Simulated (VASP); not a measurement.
# Lu3AlN4 (P4/mmm) in VASP: relaxation of cell and atoms with PBE

Aim: the relaxation of cell and atoms of Lu3AlN4 with PBE.

Everything below comes from runs of VASP 6.6.1. Logs are shortened: lines on timing, memory, paths and dates and some standing lists are left out, and cuts for length are marked.

**1. The structure**

The structure is tetragonal, space group P4/mmm (No. 123). Conventional cell: a = 3.321 Å, b = 3.321 Å, c = 9.173 Å, α = 90.00°, β = 90.00°, γ = 90.00°. Lu (site symmetry 4mm) is surrounded by 6 N at 2.18 to 2.41 Å. Lu (site symmetry 4/mmm) has 6 N at 2.35 to 2.48 Å as nearest neighbours. Around Al (site symmetry 4/mmm) lie 6 N at 2.11 to 2.35 Å. N (site symmetry 4mm) is surrounded by 1 Al at 2.11 Å and 4 Lu at 2.35 Å. N (site symmetry 4/mmm) has 2 Lu at 2.18 Å and 4 Al at 2.35 Å as nearest neighbours. N (site symmetry 4/mmm) has 6 Lu at 2.35 to 2.41 Å as nearest neighbours.

The cell was built by a generator and needn't be a form met in nature.

**2. Relaxation of cell and atoms, PBE**

INCAR reads:

```
SYSTEM = Lu3AlN4
ALGO     = Normal         ! electronic algorithm
EDIFF    = 1E-6           ! SCF threshold, eV
EDIFFG   = -0.01          ! ionic threshold
ENCUT    = 520            ! plane-wave cutoff, eV
GGA      = PE             ! functional
IBRION   = 2              ! ionic algorithm
ISIF     = 3              ! what is computed and relaxed
ISMEAR   = 0              ! smearing method
KPAR     = 4            
LASPH    = .True.         ! aspherical terms in the spheres
LCHARG   = .False.        ! write CHGCAR
LREAL    = .False.        ! projectors in reciprocal space
LWAVE    = .False.        ! write WAVECAR
NELM     = 120            ! most SCF steps
NSW      = 90             ! ionic steps
PREC     = Accurate       ! precision mode
SIGMA    = 0.1            ! smearing width, eV
```

KPOINTS reads:

```
k-points
0
Gamma
  10 10 4
  0 0 0
```

POSCAR reads:

```
Lu3AlN4
1.0
    3.3210000000      0.0000000000      0.0000000000
    0.0000000000      3.3210000000      0.0000000000
    0.0000000000      0.0000000000      9.1730000000
Lu Al N
3 1 4
Direct
    0.5000000000      0.5000000000      0.7624550300
    0.0000000000      0.0000000000      0.5000000000
    0.5000000000      0.5000000000      0.2375449700
    0.0000000000      0.0000000000      0.0000000000
    0.0000000000      0.0000000000      0.2300228900
    0.5000000000      0.5000000000      0.0000000000
    0.0000000000      0.0000000000      0.7699771100
    0.5000000000      0.5000000000      0.5000000000
```

Potentials or basis: VASP PAW PBE potentials, release 64 (Lu, Al, N).

Command:

```
$ cat potpaw_PBE.64/Lu/POTCAR potpaw_PBE.64/Al/POTCAR potpaw_PBE.64/N/POTCAR > POTCAR
$ mpirun -np 4 vasp_std > vasp.out
```

OUTCAR:

```text
SYSTEM = Lu3AlN4
   EDIFF = 1E-6
   EDIFFG = -0.01
   ENCUT = 520
   GGA = PE
   IBRION = 2
   ISIF = 3
   ISMEAR = 0
   LASPH = .True.
   LREAL = .False.
   NELM = 120
   NSW = 90
   PREC = Accurate

 ion  position               nearest neighbor table
   1  0.500  0.500  0.762-   6 2.18   7 2.35   7 2.35   7 2.35   7 2.35   8 2.41   4 3.20   4 3.20
                             4 3.20   4 3.20   2 3.36   2 3.36   2 3.36   2 3.36
   2  0.000  0.000  0.500-   8 2.35   8 2.35   8 2.35   8 2.35   5 2.48   7 2.48   3 3.36   3 3.36
                             1 3.36   3 3.36   1 3.36   1 3.36   3 3.36   1 3.36
   3  0.500  0.500  0.238-   6 2.18   5 2.35   5 2.35   5 2.35   5 2.35   8 2.41   4 3.20   4 3.20
                             4 3.20   4 3.20   2 3.36   2 3.36   2 3.36   2 3.36
   4  0.000  0.000  0.000-   5 2.11   7 2.11   6 2.35   6 2.35   6 2.35   6 2.35   3 3.20   3 3.20
                             1 3.20   3 3.20   1 3.20   1 3.20   3 3.20   1 3.20
   5  0.000  0.000  0.230-   4 2.11   3 2.35   3 2.35   3 2.35   3 2.35   2 2.48
   6  0.500  0.500  0.000-   1 2.18   3 2.18   4 2.35   4 2.35   4 2.35   4 2.35
   7  0.000  0.000  0.770-   4 2.11   1 2.35   1 2.35   1 2.35   1 2.35   2 2.48
   8  0.500  0.500  0.500-   2 2.35   2 2.35   2 2.35   2 2.35   3 2.41   1 2.41

  LATTYP: Found a simple tetragonal cell.
 ALAT       =     3.3210000000
 C/A-ratio  =     2.7621198434

  Lattice vectors:

 A1 = (   3.3210000000,   0.0000000000,   0.0000000000)
 A2 = (   0.0000000000,   3.3210000000,   0.0000000000)
 A3 = (   0.0000000000,   0.0000000000,   9.1730000000)

Analysis of symmetry for initial positions (statically):
=====================================================================
 Subroutine PRICEL returns:
 Original cell was already a primitive cell.

 Routine SETGRP: Setting up the symmetry group for a
 simple tetragonal supercell.

 Subroutine GETGRP returns: Found 16 space group operations
 (whereof 16 operations were pure point group operations)
 out of a pool of 16 trial point group operations.

The static configuration has the point symmetry D_4h.

Analysis of symmetry for dynamics (positions and initial velocities):
=====================================================================
 Subroutine PRICEL returns:
 Original cell was already a primitive cell.

 Routine SETGRP: Setting up the symmetry group for a
 simple tetragonal supercell.

 Subroutine GETGRP returns: Found 16 space group operations
 (whereof 16 operations were pure point group operations)
 out of a pool of 16 trial point group operations.

The dynamic configuration has the point symmetry D_4h.

 Subroutine INISYM returns: Found 16 space group operations
 (whereof 16 operations are pure point group operations),
 and found     1 'primitive' translations

----------------------------------------------------------------------------------------

                                     Primitive cell

  volume of cell :     101.1694

  direct lattice vectors                    reciprocal lattice vectors
     3.321000000  0.000000000  0.000000000     0.301114122  0.000000000  0.000000000
     0.000000000  3.321000000  0.000000000     0.000000000  0.301114122  0.000000000
     0.000000000  0.000000000  9.173000000     0.000000000  0.000000000  0.109015589

  length of vectors
     3.321000000  3.321000000  9.173000000     0.301114122  0.301114122  0.109015589

  position of ions in fractional coordinates (direct lattice)
     0.500000000  0.500000000  0.762455030
     0.000000000  0.000000000  0.500000000
     0.500000000  0.500000000  0.237544970
     0.000000000  0.000000000  0.000000000
     0.000000000  0.000000000  0.230022890
     0.500000000  0.500000000  0.000000000
     0.000000000  0.000000000  0.769977110
     0.500000000  0.500000000  0.500000000

  ion indices of the primitive-cell ions
   primitive index   ion index
                 1           1
                 2           2
                 3           3
                 4           4
                 5           5
                 6           6
                 7           7
                 8           8

----------------------------------------------------------------------------------------

 KPOINTS: k-points

Automatic generation of k-mesh.
 Grid dimensions read from file:
 generate k-points for:   10   10    4

 Generating k-lattice:

  Cartesian coordinates                     Fractional coordinates (reciprocal lattice)
     0.030111412  0.000000000  0.000000000     0.100000000  0.000000000  0.000000000
     0.000000000  0.030111412  0.000000000     0.000000000  0.100000000  0.000000000
     0.000000000  0.000000000  0.027253897     0.000000000  0.000000000  0.250000000

  Length of vectors
     0.030111412  0.030111412  0.027253897

  Shift w.r.t. Gamma in fractional coordinates (k-lattice)
     0.000000000  0.000000000  0.000000000

 Subroutine IBZKPT returns following result:
 ===========================================

 Found     63 irreducible k-points:

 Following reciprocal coordinates:
            Coordinates               Weight
  0.000000  0.000000  0.000000      1.000000
  0.100000  0.000000  0.000000      4.000000
  0.200000  0.000000  0.000000      4.000000
  0.300000  0.000000  0.000000      4.000000
  0.400000  0.000000  0.000000      4.000000
  0.500000  0.000000  0.000000      2.000000
[... 16 lines left out ...]
  0.100000  0.000000  0.250000      8.000000
  0.200000  0.000000  0.250000      8.000000
 [... further k-points ...]
   k-points           NKPTS =     63   k-points in BZ     NKDIM =     63   number of bands    NBANDS=     58
   number of dos      NEDOS =    301   number of ions     NIONS =      8
   total plane-waves  NPLWV =  54880
   dimension x,y,z NGX =    28 NGY =   28 NGZ =   70
   dimension x,y,z NGXF=    56 NGYF=   56 NGZF=  140
   ions per type =               3   1   4
   NGX,Y,Z   is equivalent  to a cutoff of  14.02, 14.02, 12.69 a.u.
   NGXF,Y,Z  is equivalent  to a cutoff of  28.03, 28.03, 25.37 a.u.
 SYSTEM =  Lu3AlN4
   PREC   = accura    normal or accurate (medium, high low for compatibility)
   ISTART =      0    job   : 0-new  1-cont  2-samecut
   ICHARG =      2    charge: 1-file 2-atom 10-const
   ISPIN  =      1    spin polarized calculation?
   LNONCOLLINEAR =      F non collinear calculations
   LSORBIT =      F    spin-orbit coupling
   LASPH  =      T    aspherical Exc in radial PAW
   ENCUT  =  520.0 eV  38.22 Ry    6.18 a.u.   6.17  6.17 17.06*2*pi/ulx,y,z
   NELM   =    120;   NELMIN=  2; NELMDL= -5     # of ELM steps
   EDIFF  = 0.1E-05   stopping-criterion for ELM
   LREAL  =      F    real-space projection
   EDIFFG = -.1E-01   stopping-criterion for IOM
   NSW    =     90    number of steps for IOM
   IBRION =      2    ionic relax: 0-MD 1-quasi-New 2-CG
   NFREE  =      1    steps in history (QN), initial steepest desc. (CG)
   ISIF   =      3    stress and relaxation
   ISYM   =      2    0-nonsym 1-usesym 2-fastsym
   POTIM  = 0.5000    time-step for ionic-motion
   TEBEG  =    0.0;   TEEND  =   0.0 temperature during run
   PSTRESS=    0.0 pullay stress
   NELECT =      98.0000    total number of electrons
   NUPDOWN=      -1.0000    fix difference up-down
   EMIN   =  10.00;   EMAX   =-10.00  energy-range for DOS
   EFERMI =   0.00;   METHOD = LEGACY
   ISMEAR =     0;   SIGMA  =   0.10  broadening in eV -4-tet -1-fermi 0-gaus
   EFERMI_NEDOS =   21; number of points for ismear=-14 and -15
   IALGO  =     38    algorithm
   IMIX   =      4    mixing-type and parameters
     AMIX     =   0.40;   BMIX     =  1.00
     AMIX_MAG =   1.60;   BMIX_MAG =  1.00
  volume/ion in A,a.u.               =      12.65        85.34
  Fermi-wavevector in a.u.,A,eV,Ry     =   1.619821  3.061019 35.699258  2.623821
  Thomas-Fermi vector in A             =   2.713860
   LORBIT       =      0    0 simple, 1 ext, 2 COOP (PROOUT), +10 PAW based schemes
   GGA     = PE    functional components
   LHFCALC =     F    Hartree Fock is set to
   AEXX    =    0.0000 exact exchange contribution
   IVDW    =     0    specifies the selected vdW correction
   LEPSILON=     F    determine dielectric tensor
   LRPA    =     F    only Hartree local field effects (RPA)
 conjugate gradient relaxation of ions
 non-spin polarized calculation
 Gauss-broadening in eV      SIGMA  =   0.10
  energy-cutoff  :      520.00
  volume of cell :      101.17
 maximum number of plane-waves:      2760
 NGX is ok and might be reduce to    28
   NGX = 13   NGY = 13   NGZ = 35

--------------------------------------- Ionic step        1  -------------------------------------------

 number of electron      97.9999972 magnetization

 Free energy of the ion-electron system (eV)
  ---------------------------------------------------
  ext. energy  EPLUGINS =         0.00000000
  ---------------------------------------------------
  free energy    TOTEN  =       -62.25682154 eV

  energy without entropy =      -62.25610016  energy(sigma->0) =      -62.25646085

------------------------ aborting loop because EDIFF is reached ----------------------------------------

  FORCE on cell =-STRESS in cart. coord.  units (eV):
  Direction    XX          YY          ZZ          XY          YZ          ZX
  --------------------------------------------------------------------------------------
  -------------------------------------------------------------------------------------
  Total       -0.4414554     -0.4414554     -0.2226490      0.0000000     -0.0000000     -0.0000000
  in kB       -6.9911441     -6.9911441     -3.5259998      0.0000000     -0.0000000     -0.0000000
  external PRESSURE =      -5.8360960 kB  Pullay stress =       0.0000000 kB
[... 153 lines left out ...]
  energy  without entropy=      -62.2574527197  energy(sigma->0) =      -62.25780271

--------------------------------------- Ionic step        5  -------------------------------------------

 number of electron      97.9999964 magnetization

 Free energy of the ion-electron system (eV)
  ---------------------------------------------------
  ext. energy  EPLUGINS =         0.00000000
  ---------------------------------------------------
  free energy    TOTEN  =       -62.25837938 eV

  energy without entropy =      -62.25774474  energy(sigma->0) =      -62.25806206

 E-fermi :   4.5697     XC(G=0): -12.2558

 val. band max:        4.5174447029   @ k =   0.0000   0.0000   0.0000
 cond. band min:       4.6128444655   @ k =   0.0000   0.0000   0.0000
 fundamental gap:      0.0953997626
 Fermi energy:         4.5696877483

 k-point     1 :       0.0000    0.0000    0.0000
  band No.  band energies     occupation
      1     -50.3156      2.00000
      2     -49.8479      2.00000
      3     -49.8472      2.00000
      4     -21.3046      2.00000
      5     -20.8892      2.00000
      6     -20.8892      2.00000
[... 1453 lines left out ...]
     57      10.6985      0.00000
     58      10.8700      0.00000

 [... further k-points ...]

------------------------ aborting loop because EDIFF is reached ----------------------------------------

  FORCE on cell =-STRESS in cart. coord.  units (eV):
  Direction    XX          YY          ZZ          XY          YZ          ZX
  --------------------------------------------------------------------------------------
  -------------------------------------------------------------------------------------
  Total       -0.0241512     -0.0241512      0.0297105      0.0000000      0.0000000     -0.0000000
  in kB       -0.3833700     -0.3833700      0.4716176      0.0000000      0.0000000     -0.0000000
  external PRESSURE =      -0.0983741 kB  Pullay stress =       0.0000000 kB
[... 23 lines left out ...]
  FREE ENERGIE OF THE ION-ELECTRON SYSTEM (eV)
  ---------------------------------------------------
  free  energy   TOTEN  =       -62.2583793819 eV

  energy  without entropy=      -62.2577447396  energy(sigma->0) =      -62.25806206

 reached required accuracy - stopping structural energy minimisation
```

It took 6.1 min on 4 MPI ranks of Intel Xeon Platinum 8488C (Sapphire Rapids), shared host; peak memory 0.43 GiB.

Results:

```
Free energy                            : -62.2584 eV
Relaxed volume                         : 12.62 Å³/atom
Relaxed cell                           : a = 3.316 Å, b = 3.316 Å, c = 9.178 Å, α = 90.00°, β = 90.00°, γ = 90.00°
Space group after relaxing (to 0.05 Å) : P4/mmm (No. 123)
Energy gained by relaxing              : 0.2 meV/atom
Ionic steps                            : 5
Pressure after relaxing                : 0.0 GPa
Largest force after relaxing           : 0.007 eV/Å
Band gap on the k mesh                 : 0.10 eV, direct
```

Forces on the atoms (eV/Å):
```
Lu   0.000  0.000 -0.006
Lu   0.000  0.000  0.000
Lu   0.000  0.000  0.006
Al   0.000  0.000  0.000
N    0.000  0.000 -0.007
N    0.000  0.000  0.000
N    0.000  0.000  0.007
N    0.000  0.000  0.000
```

Stress tensor (GPa, compression positive):
```
-0.04  0.00  0.00
 0.00 -0.04  0.00
 0.00  0.00  0.05
```

The path:
```
step  energy change (eV)  largest force (eV/Å)  pressure (GPa)  volume (Å³)
   1              0.0000                0.1409           -0.58       101.17
   2             -0.0004                0.0679            0.78       100.50
   3             -0.0013                0.0275            0.22       100.80
   4             -0.0013                0.0335            0.17       100.82
   5             -0.0016                0.0073           -0.01       100.93
```

Final structure:
```xyz
8
Lattice="3.3161 0.0000 0.0000 0.0000 3.3161 0.0000 0.0000 0.0000 9.1785" Properties=species:S:1:pos:R:3 pbc="T T T"
Lu    1.6581    1.6581    7.0038
Lu    3.3161    3.3161    4.5892
Lu    1.6581    1.6581    2.1747
Al    3.3161    3.3161    0.0000
N     0.0000    0.0000    2.1138
N     1.6581    1.6581    0.0000
N     0.0000    3.3161    7.0647
N     1.6581    1.6581    4.5892
```

Caveat: spin-orbit coupling is left out, which moves the levels of the heavy elements. A k mesh can miss the band edges.
